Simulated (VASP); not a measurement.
Input:

```
AuCu
1.0
    2.80000     0.00000     0.00000
    0.00000     2.80000     0.00000
    0.00000     0.00000     3.67000
Cu Au
1 1
Direct
  0.00000   0.00000   0.00000
  0.50000   0.50000   0.50000
```

Computed with PBE GGA, VASP's PBE PAW potentials (set 64) (plane waves; VASP). Run with 400 eV cut-off, 12×12×9 Γ-centred mesh, first-order Methfessel-Paxton smearing of 0.10 eV, potentials Cu Au.

Question: Give the stress tensor in GPa (positive for a compressed cell).

Answer: 
```
6.89  0.00  0.00
0.00  6.89  0.00
0.00  0.00  5.25
```
The pressure is its mean diagonal, 6.35 GPa.

The compound is CuAu in the L1_0 structure. The cell was not relaxed at this level.
